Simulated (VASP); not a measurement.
An input for Ansatz (written as the equivalent of a VASP run, and not itself run):

Ansatz 0.2 input:
```yaml
crystal:
  lattice:
    - [0.0000000, 3.2781482, 3.2781482]
    - [3.2781482, 0.0000000, 3.2781482]
    - [3.2781482, 3.2781482, 0.0000000]
  atoms:
    - { symbol: K, position: [0.0000000, 0.0000000, 0.0000000] }
    - { symbol: Br, position: [0.5000000, 0.5000000, 0.5000000] }
kpoints:
  mp_grid: { grid: [7, 7, 7] }
hamiltonian:
  xc: pbesol
  pseudopotentials: { kind: paw }
scf:
  occupations: { method: gaussian, width: 0.05 }
  max_iter: 100
relax:
  max_steps: 40
  f_tol: 0.02
  cell: {}
output: { forces: true, stress: true, eigenvalues: true }
```

Q: Write the VASP files for the same calculation (PBEsol).

A: This is not unique; one that fits is 
INCAR:
```
# general
SYSTEM  = KBr
PREC    = Accurate
ENCUT   = 500   # plane-wave cut-off (eV)
LREAL   = F   # projection in real space or not
LASPH   = T

# electronic loop
EDIFF   = 1E-6
NELM    = 100   # most electronic steps
ALGO    = Normal   # blocked Davidson
LMAXMIX = 4   # l cut-off of mixed one-centre charges

# smearing
ISMEAR  = 0   # Gaussian
SIGMA   = 0.05   # width (eV)

# functional
GGA     = PS   # PBEsol

# ions
IBRION  = 2
NSW     = 40   # most ionic steps
ISIF    = 3   # ions, shape and volume
EDIFFG  = -0.02   # ionic stop

# output
LWAVE   = F
LCHARG  = F
```

File KPOINTS:
```
Automatic mesh
0
Gamma
7 7 7
0 0 0
```

POSCAR:
```
KBr
1.0
  0.0000000000   3.2781482420   3.2781482420
  3.2781482420   0.0000000000   3.2781482420
  3.2781482420   3.2781482420   0.0000000000
K Br
1 1
Cart
  0.0000000000   0.0000000000   0.0000000000
  3.2781482420   3.2781482420   3.2781482420
```

POTCAR, in this order: K_sv Br (PBE.64 set). Program: vasp_std.

What does not carry over: each code has its own PAW files, so the cut-off isn't converted (ENCUT is set for VASP's; basis.ecutwfc is left out, and Ansatz then takes the one that its files recommend); Ansatz stops its SCF on the density residual and VASP on the energy change (EDIFF).

The compound is KBr in the rock salt structure. It was relaxed first.
